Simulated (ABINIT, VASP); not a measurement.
Given: the input of a run of ABINIT 10.8.3 (patched build) on HfRu3. The cell comes from a database or a generator and needn't be the stable form of this composition.

The input run.abi:

```
# Pseudopotentials
pp_dirpath "./"
pseudos "Hf.GGA_PBE-JTH.xml, Ru.GGA_PBE-JTH.xml"

# Structure
structure "poscar:POSCAR"
natom 4

# Plane-wave basis
ecut 19.0
pawecutdg 38.0
pawxcdev 0

# k points
kptopt 1
ngkpt 7 7 7
nshiftk 1
shiftk 0.0 0.0 0.0

# Exchange and correlation
ixc 11

# Bands and occupations
nband 36
occopt 3
tsmear 0.05 eV

# SCF cycle
nstep 100
tolvrs 1.0e-9

# Output
iomode 3
prtwf 0
prteig 0
prtebands 0
prtden 1
prtvha 1
prtvclmb 1
prtpot 1
```

The input POSCAR:

```
HfRu3
1.0
    3.9557730000      0.0000000000      0.0000000000
    0.0000000000      3.9557730000      0.0000000000
    0.0000000000      0.0000000000      3.9557730000
Hf Ru
1 3
Direct
    0.0000000000      0.0000000000      0.0000000000  Hf
    0.0000000000      0.5000000000      0.5000000000  Ru
    0.5000000000      0.0000000000      0.5000000000  Ru
    0.5000000000      0.5000000000      0.0000000000  Ru
```

Potentials or basis: JTH PAW PBE v2.0.

Launch:

```sh
$ abinit run.abi > log 2>&1
```

Q: Translate it to VASP 6.6.1. Potentials or basis there: PBE PAW files Hf_pv, Ru_pv, 520 eV.

A: As run (cutoffs and basis follow the program's own potentials, and thresholds, step limits or extra output files can differ):

INCAR

```
SYSTEM = HfRu3
PREC = Accurate
ENCUT = 520
EDIFF = 1E-7
ISMEAR = -1
SIGMA = 0.05
LREAL = .False.
LASPH = .True.
NELM = 100
ALGO = Normal
ISIF = 2
LWAVE = .False.
LCHARG = .True.
GGA = PE
LELF = .True.
LVHAR = .True.
NBANDS = 34
```

Contents of KPOINTS:

```
Automatic mesh
0
Gamma
  7 7 7
  0 0 0
```

File POSCAR:

```
HfRu3
1.0
    3.9557730000      0.0000000000      0.0000000000
    0.0000000000      3.9557730000      0.0000000000
    0.0000000000      0.0000000000      3.9557730000
Hf Ru
1 3
Direct
    0.0000000000      0.0000000000      0.0000000000
    0.0000000000      0.5000000000      0.5000000000
    0.5000000000      0.0000000000      0.5000000000
    0.5000000000      0.5000000000      0.0000000000
```

Potentials or basis: VASP PAW PBE potentials, release 64 (Hf_pv, Ru_pv).

Run with:

```bash
$ cat potpaw_PBE.64/Hf_pv/POTCAR potpaw_PBE.64/Ru_pv/POTCAR > POTCAR
$ mpirun -np 1 vasp_std > vasp.out
```

Both were run:

|  | ABINIT | VASP |
| --- | --- | --- |
| Pressure | -1.6 GPa | -1.9 GPa |

The potentials hold 60 and 52 valence electrons a cell.

Pressure is positive in compression.
